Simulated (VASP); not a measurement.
The system is Zn4Te3O.

```
CELL_PARAMETERS angstrom
5.87277 0.00000 0.00000
0.00000 5.87277 0.00000
0.00000 0.00000 5.87277
ATOMIC_POSITIONS crystal
Zn 0.00000 0.50000 0.50000
Zn 0.50000 0.00000 0.50000
Zn 0.50000 0.50000 0.00000
Zn 0.00000 0.00000 0.00000
Te 0.50000 0.00000 0.00000
Te 0.00000 0.50000 0.00000
Te 0.00000 0.00000 0.50000
O 0.50000 0.50000 0.50000
```

The cell was built by a generator and needn't be a form met in nature.

| Quantity | Value |
| --- | --- |
| Program | VASP 6.6.1 |
| Task | relaxation of cell and atoms |
| Functional | PBE |
| Potentials or basis | VASP PAW PBE potentials, release 64 (Zn, Te, O) |
| Cutoff | 520 eV |
| k mesh | 3 × 3 × 3 |
| Occupations | gaussian, width 0.15 eV |
| Spin | no spin polarisation |

At the start: pressure -6.4 GPa; volume 25.32 Å³/atom.

Q: Where does the relaxation end?

A: Over 3 steps the energy falls by 95.3 meV/atom and the volume is 21.34 Å³/atom (-15.7 %); space group Pm-3m (No. 221, to 0.05 Å).

Step by step:
| step | energy change (eV) | largest force (eV/Å) | pressure (GPa) | volume (Å³) |
| --- | --- | --- | --- | --- |
| 1 | 0.0000 | 0.0000 | -6.45 | 202.55 |
| 2 | -0.7531 | 0.0000 | -1.12 | 174.11 |
| 3 | -0.7622 | 0.0000 | 0.29 | 170.75 |

Final structure:
```
CELL_PARAMETERS angstrom
5.54777 0.00000 0.00000
0.00000 5.54777 0.00000
0.00000 0.00000 5.54777
ATOMIC_POSITIONS crystal
Zn 0.00000 0.50000 0.50000
Zn 0.50000 0.00000 0.50000
Zn 0.50000 0.50000 0.00000
Zn 0.00000 0.00000 0.00000
Te 0.50000 0.00000 0.00000
Te 0.00000 0.50000 0.00000
Te 0.00000 0.00000 0.50000
O 0.50000 0.50000 0.50000
```

Caveat: the volume moved by over 15 % at a fixed basis, so the end points are rough.
